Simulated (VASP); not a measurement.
Data:

```yaml
crystal:
  lattice:
    - [2.94584, 0.00000, 0.00000]
    - [0.00000, 2.94584, 0.00000]
    - [0.00000, 0.00000, 2.94584]
  atoms:
    - { symbol: Ti, position: [0.00000, 0.00000, 0.00000] }
    - { symbol: Co, position: [0.50000, 0.50000, 0.50000] }
```

Calculation: TPSS meta-GGA, VASP's PBE PAW potentials (set 64) (plane waves; VASP 6.6.1). Run with 520 eV cut-off, 14×14×14 Γ-centred mesh, tetrahedra with Blöchl corrections, potentials Ti_sv Co.

Problem. Predict the energy per atom (σ→0), band gap (over mesh and band path) with the smallest direct gap where there is one.

Solution. 
```
Property                                                              Result
----------------------------------  ----------------------------------------
band gap (over mesh and band path)  none (metal, semimetal or under 0.01 eV)
energy per atom (σ→0)                                        -15.226 eV/atom
```

The absolute energy has meaning only against runs of the same code, potentials and settings.

The compound is TiCo in the CsCl type structure. It was relaxed first. The run is not spin-polarised, so no magnetic state was tried. The electron count is odd and the run is not spin-polarised, which forces a metal.
